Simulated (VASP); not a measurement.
Crystal: Ta.

```
CELL_PARAMETERS angstrom
-1.65128 1.65128 1.65128
1.65128 -1.65128 1.65128
1.65128 1.65128 -1.65128
ATOMIC_POSITIONS crystal
Ta 0.00000 0.00000 0.00000
```

```yaml
Program: VASP 6.6.1
Task: relaxation of cell and atoms
Functional: PBE
Potentials_or_basis: VASP PAW PBE potentials, release 64 (Ta_pv)
Cutoff: 520 eV
k_mesh: 18 × 18 × 18
Occupations: gaussian, width 0.1 eV
Spin: no spin polarisation
```

At the start: pressure 3.1 GPa; volume 18.01 Å³/atom.

How do energy, volume and symmetry change on relaxing?

Over 15 steps the energy falls by 2.6 meV/atom and the volume is 18.29 Å³/atom (+1.5 %); space group Im-3m (No. 229, to 0.05 Å).

The path:
```
step  energy change (eV)  largest force (eV/Å)  pressure (GPa)  volume (Å³)
   1              0.0000                0.0000            3.06        18.01
   2              0.0101                0.0000           -6.25        18.92
   3             -0.0026                0.0000           -0.03        18.29
   4             -0.0026                0.0000            0.03        18.28
   5             -0.0026                0.0000            0.03        18.28
   6             -0.0026                0.0000            0.04        18.28
   7             -0.0026                0.0000            0.03        18.28
   8             -0.0026                0.0000            0.03        18.28
   9             -0.0026                0.0000            0.03        18.28
  10             -0.0026                0.0000            0.03        18.28
  11             -0.0026                0.0000            0.03        18.28
  12             -0.0026                0.0000            0.03        18.28
  13             -0.0026                0.0000            0.03        18.28
  14             -0.0026                0.0000            0.03        18.28
  15             -0.0026                0.0000            0.01        18.29
```

Final structure:
```
Ta
1.0
    -1.65965    1.65965    1.65965
     1.65965   -1.65965    1.65965
     1.65965    1.65965   -1.65965
Ta
1
Cartesian
  -1.6596 1.6596 1.6596
```
